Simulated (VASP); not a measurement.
Crystal: GaP.

```
Ga P
1.0
     0.00000    2.69672    2.69672
     2.69672    0.00000    2.69672
     2.69672    2.69672    0.00000
Ga P
1 1
Direct
  0.00000 0.00000 0.00000
  0.25000 0.25000 0.25000
```

Program: VASP 6.6.1. Alike in all runs: level LDA; potentials or basis VASP PAW LDA potentials, release 64 (Ga_d, P); no spin polarisation; cell as given; cutoff (eV) 520; smearing gaussian 0.02 eV. Hardware: 1 thread of Intel(R) Xeon(R) Platinum 8488C (Sapphire Rapids), with other jobs on the host.

Q: Order these runs on this cell by their wall time, lowest first.
A. task Born charges and dielectric tensor; k mesh 10 × 10 × 10
B. task band structure; k mesh 10 × 10 × 10
C. task optical spectrum; k mesh 14 × 14 × 14

A: B (48 s), C (96 s), A (480 s).

Caveats: independent-particle spectra lack excitons (some runs).
